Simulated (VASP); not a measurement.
A convergence study with VASP on Zr (space group no. 194 when undisturbed): one setting is varied, all else stays as given below, so the limit is that of these other settings. One atom is moved off its site, so that forces are finite.

```
CELL_PARAMETERS angstrom
      1.62308    -2.81125     0.00000
      1.62308     2.81125     0.00000
      0.00000     0.00000     5.17575
ATOMIC_POSITIONS crystal
  Zr 0.33333 0.66667 0.25966
  Zr 0.66667 0.33333 0.75000
```

These are PBE GGA, VASP's PBE PAW potentials (set 64) (plane waves; VASP) values and carry that method's errors. The tightest run used: 300 eV cut-off, 21×21×11 Γ-centred mesh, Gaussian smearing of 0.10 eV, potentials Zr_sv.

Problem. The settings run are 2×2×1 mesh; 2×2×2 mesh; 3×3×2 mesh; 4×4×2 mesh; 4×4×3 mesh; 5×5×3 mesh; 6×6×3 mesh; 6×6×4 mesh; 7×7×4 mesh; 8×8×5 mesh; 9×9×5 mesh; 10×10×6 mesh; 11×11×6 mesh; 14×14×8 mesh; 15×15×8 mesh; 17×17×9 mesh; 19×19×10 mesh; 21×21×11 mesh. From which on does the energy per atom stay within 0.01 eV/atom of the tightest run?

Solution. From 6×6×4 mesh on: it is off by 0.0052 there and by no more than 0.01 in any finer run, while 6×6×3 mesh is off by 0.0344.
| setting | E (eV/atom) | pressure (GPa) | largest force (eV/Å) | irreducible k-points | difference judged (eV/atom) |
|---|---|---|---|---|---|
| 2×2×1 mesh | -8.8841 | -5.21 | 0.327 | 2 | 0.3754 |
| 2×2×2 mesh | -9.0424 | -11.32 | 0.582 | 4 | 0.5337 |
| 3×3×2 mesh | -8.5587 | -2.38 | 0.119 | 6 | 0.0500 |
| 4×4×2 mesh | -8.4755 | -0.90 | 0.176 | 8 | 0.0331 |
| 4×4×3 mesh | -8.4730 | -0.59 | 0.239 | 9 | 0.0357 |
| 5×5×3 mesh | -8.5080 | -1.24 | 0.242 | 12 | 0.0007 |
| 6×6×3 mesh | -8.4743 | -0.92 | 0.150 | 17 | 0.0344 |
| 6×6×4 mesh | -8.5035 | -1.62 | 0.225 | 24 | 0.0052 |
| 7×7×4 mesh | -8.5058 | -1.34 | 0.179 | 28 | 0.0028 |
| 8×8×5 mesh | -8.5075 | -1.31 | 0.189 | 40 | 0.0011 |
| 9×9×5 mesh | -8.5114 | -1.38 | 0.186 | 50 | 0.0027 |
| 10×10×6 mesh | -8.5086 | -1.54 | 0.225 | 72 | 0.0001 |
| 11×11×6 mesh | -8.5086 | -1.48 | 0.206 | 84 | 0.0001 |
| 14×14×8 mesh | -8.5081 | -1.38 | 0.189 | 168 | 0.0006 |
| 15×15×8 mesh | -8.5085 | -1.42 | 0.200 | 192 | 0.0001 |
| 17×17×9 mesh | -8.5087 | -1.41 | 0.196 | 261 | 0.0000 |
| 19×19×10 mesh | -8.5083 | -1.41 | 0.190 | 360 | 0.0003 |
| 21×21×11 mesh | -8.5087 | -1.41 | 0.197 | 473 | 0.0000 |

VASP warned of too few bands at 2×2×2 mesh.

Left out are rungs that failed or repeat a setting and relaxations that didn't move; long series are thinned to 24 rows.

The structure is a typed Zr crystal (space group no. 194). The cell was not relaxed at this level, it is distorted from the ideal structure.
